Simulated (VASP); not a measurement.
Given:

```yaml
crystal:
  lattice:
    - [0.00000, 2.16020, 2.16020]
    - [2.16020, 0.00000, 2.16020]
    - [2.16020, 2.16020, 0.00000]
  atoms:
    - { symbol: Li, position: [0.00000, 0.00000, 0.00000] }
```

All values below come from PBEsol GGA, VASP's PBE PAW potentials (set 64) (plane waves; VASP). Run with 520 eV cut-off, 13×13×13 Γ-centred mesh, first-order Methfessel-Paxton smearing of 0.10 eV, potentials Li_sv.

### Question
Estimate the energy per atom (σ→0), band gap (on the k-mesh) with the smallest direct gap where there is one.

### Answer

| Item | Result |
|---|---|
| band gap (on the k-mesh) | none (metal, semimetal or under 0.01 eV) |
| energy per atom (σ→0) | -1.963 eV/atom |

Only differences to runs with the same potentials and settings are physical.

The structure was generated: Li was put into the fcc type (Fm-3m), which need not be its known phase. It was relaxed first, which changed the volume by -5 %. The start is the result of an earlier pass.
